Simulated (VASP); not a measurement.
VASP ran on this input.

KPOINTS:
```
Automatic mesh
0
gamma
  13 13 13
0 0 0
```

**INCAR**
```
! general
SYSTEM  = TiN
PREC    = Accurate
ENCUT   = 480
LREAL   = F
LASPH   = T

! electronic loop
EDIFF   = 1E-6
NELM    = 100
ALGO    = Normal
LMAXMIX = 4

! smearing
ISMEAR  = 1
SIGMA   = 0.1

! functional
GGA     = PE

! ions
IBRION  = 2
NSW     = 60
ISIF    = 3
EDIFFG  = -0.01

! output
LWAVE   = F
LCHARG  = F
```

### POSCAR
```
TiN
1
    0.0000000000     2.1200000000     2.1200000000
    2.1200000000     0.0000000000     2.1200000000
    2.1200000000     2.1200000000     0.0000000000
Ti N
1 1
Direct
  0.0000000000   0.0000000000   0.0000000000
  0.5000000000   0.5000000000   0.5000000000
```

POTCAR, in this order: Ti N (PBE.64 set). Program: vasp_std.

**Question.** Translate this PBE calculation to Quantum ESPRESSO's pw.x.

**Answer.** One equivalent input (not run):
```
&CONTROL
  calculation = 'vc-relax'
  pseudo_dir = './pseudo'
  outdir = './out'
  tprnfor = .true.
  tstress = .true.
  nstep = 60
  forc_conv_thr = 0.00039
/
&SYSTEM
  ibrav = 0
  nat = 2
  ntyp = 2
  ecutwfc = 84
  occupations = 'smearing'
  smearing = 'methfessel-paxton'
  degauss = 0.00735
  input_dft = 'pbe'
/
&ELECTRONS
  conv_thr = 7.3e-08
  electron_maxstep = 100
/
&IONS
/
&CELL
/
ATOMIC_SPECIES
  Ti 47.867 Ti.upf
  N 14.007 N.upf
CELL_PARAMETERS angstrom
     0.0000000    2.1200000    2.1200000
     2.1200000    0.0000000    2.1200000
     2.1200000    2.1200000    0.0000000
ATOMIC_POSITIONS crystal
  Ti   0.0000000  0.0000000  0.0000000
  N    0.5000000  0.5000000  0.5000000
K_POINTS automatic
  13 13 13 0 0 0
```
The two are equivalent in intent, not identical: the potentials are each code's own (VASP's PAW set, PseudoDojo norm-conserving files in pw.x), so ENCUT and ecutwfc are chosen apart and not converted; conv_thr bounds pw.x's estimated SCF error, while EDIFF bounds the energy change between steps; forc_conv_thr acts on force components and is met together with etot_conv_thr.

The compound is TiN in the rock salt structure. This run relaxes it. Symmetry was kept, so distortions that lower it aren't found.
